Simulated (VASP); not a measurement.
```
In3Na
1.0
   -2.29850     2.29850     4.67623
    2.29850    -2.29850     4.67623
    2.29850     2.29850    -4.67623
Na In
1 3
Direct
  0.00000   0.00000   0.00000
  0.75000   0.25000   0.50000
  0.25000   0.75000   0.50000
  0.50000   0.50000   0.00000
```

The numbers are results of PBEsol GGA, VASP's PBE PAW potentials (set 64) (plane waves; VASP), not measurements. Numerical set-up: 400 eV cut-off, Gaussian smearing of 0.050 eV, potentials Na_pv In_d.

**Question.** Give the energies of bands 19 to 26 at the high-symmetry points, in eV from the Fermi level.

**Answer.** 
| band | Γ | X | P | N | M | S | R |
|---|---|---|---|---|---|---|---|
| 19 | -8.93 | -5.36 | -5.33 | -6.97 | -7.60 | -6.53 | -5.45 |
| 20 | -1.84 | -5.34 | -4.95 | -6.25 | -6.49 | -6.37 | -5.44 |
| 21 | -1.60 | -4.28 | -4.95 | -3.06 | -1.77 | -4.75 | -5.13 |
| 22 | -1.12 | -3.00 | -3.23 | -1.94 | -1.36 | -0.23 | -2.85 |
| 23 | -0.04 | -2.31 | -0.72 | 0.58 | -1.36 | 0.43 | -1.37 |
| 24 | -0.04 | -1.07 | -0.72 | 1.66 | 1.45 | 1.57 | 0.08 |
| 25 | 1.49 | 1.98 | -0.45 | 1.85 | 4.53 | 2.09 | 2.21 |
| 26 | 1.49 | 2.79 | 1.92 | 2.14 | 4.99 | 3.25 | 2.94 |

It has no gap at this level: it comes out as a metal or semimetal.

The structure comes from a computed database's NaIn3 entry (I4/mmm); how it stands against other phases isn't given here. It was relaxed first.
